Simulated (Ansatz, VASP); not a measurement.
One calculation of Mn3N, two programs

```
CELL_PARAMETERS angstrom
3.41655 0.00000 0.00000
0.00000 3.41655 0.00000
0.00000 0.00000 3.41655
ATOMIC_POSITIONS crystal
Mn 0.00000 0.50000 0.50000
Mn 0.50000 0.00000 0.50000
Mn 0.50000 0.50000 0.00000
N 0.00000 0.00000 0.00000
```

Change from the starting cell: species swapped into the PrDy3 type (Pm-3m, No. 221).

Alike in both runs: functional PBE; k mesh 4 × 4 × 4; occupations gaussian, width 0.1 eV; collinear spin.

Ansatz relaxed the structure, and its values are those at the end. VASP's run is a single point on that final structure, the one shown.

|  | VASP | Ansatz |
| --- | --- | --- |
| version | VASP 6.6.1 | Ansatz 0.2.0 |
| potentials or method | VASP PAW PBE potentials, release 64 (Mn_pv, N) | scalar-relativistic, plane waves, PAW |
| plane-wave cutoff (eV) | 520 | 420 |
| valence electrons in the cell | 44 | 50 |

```csv
,VASP,Ansatz,Ansatz less VASP
gap on the k mesh at the Fermi level (eV),none,none,-
pressure (GPa),0.3,0.0,-0.26
net moment per atom (μB),1.27,1.27,-0.008
size of the moment on the site where the two differ most (μB),1.68,1.62,-0.054
```

Site moments also hang on the region over which each program counts them. A gap of «none» marks a metal or a gap that the smearing closes. The two sets of potentials don't hold the same shells in valence.

Caveats: the k mesh is coarse (spacing up to 0.46 Å⁻¹), so the values aren't converged.
